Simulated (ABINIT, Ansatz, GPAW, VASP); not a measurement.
## One structure in several programs: Be2C (Fm-3m, 3 atoms in the cell)

Self-consistent single point.

```yaml
crystal:
  lattice:
    - [0.00000, 2.17000, 2.17000]
    - [2.17000, 0.00000, 2.17000]
    - [2.17000, 2.17000, 0.00000]
  atoms:
    - { symbol: Be, position: [0.25000, 0.25000, 0.25000] }
    - { symbol: Be, position: [0.75000, 0.75000, 0.75000] }
    - { symbol: C, position: [0.00000, 0.00000, 0.00000] }
```

All programs got the same cell, k-point mesh and kind of occupations (in Ansatz's words: kpoints.mp_grid.grid = 7 7 7; scf.occupations.method = fermi_dirac; scf.occupations.width = 0.05 eV); potentials, basis and cutoffs are each program's usual ones.

| code | model | gap on the mesh (eV) | cutoff |
|---|---|---|---|
| ABINIT | PBE, norm-conserving pseudopotentials (PseudoDojo nc-sr-05 PBE standard) | 1.409 | 44 Ha |
| Ansatz | PBE, default PAW files | 1.403 | default |
| GPAW | PBE, GPAW PAW datasets PBE (gpaw-data 1.0.1) | 1.394 | 950 eV |
| VASP | PBE, VASP's PBE PAW potentials (set 64) | 1.383 | 400 eV |

Gaps are read on the mesh. Another mesh or the band path gives a smaller gap, so these values are not converged in the mesh.

The spread over the programs that give each value: gap on the mesh within 0.026 eV.

The starting cell has typed, rounded lattice constants, without a prior relaxation at this level. On Ansatz's run: Another mesh or the band path of this cell gives a smaller gap, so this value is not converged in the mesh.

Why do the programs differ, and what cannot be compared?

Differences of this kind can come from the potentials, where these differ, and from what each basis and cutoff leave unconverged. The valence holds different numbers of electrons (ABINIT 12, Ansatz (a quantum-chemistry and plane-wave program) 8, GPAW 8, VASP 8). The zero of total energies and Fermi levels follows the potentials and each program's conventions, so they are not compared here. 

Left out of this page: Quantum ESPRESSO, Elk and FLEUR (not drawn, or without a comparable value); CP2K and SIESTA (unsound by tests on forces, stress, charge or solver warnings).

Keys are those of Ansatz 0.2.
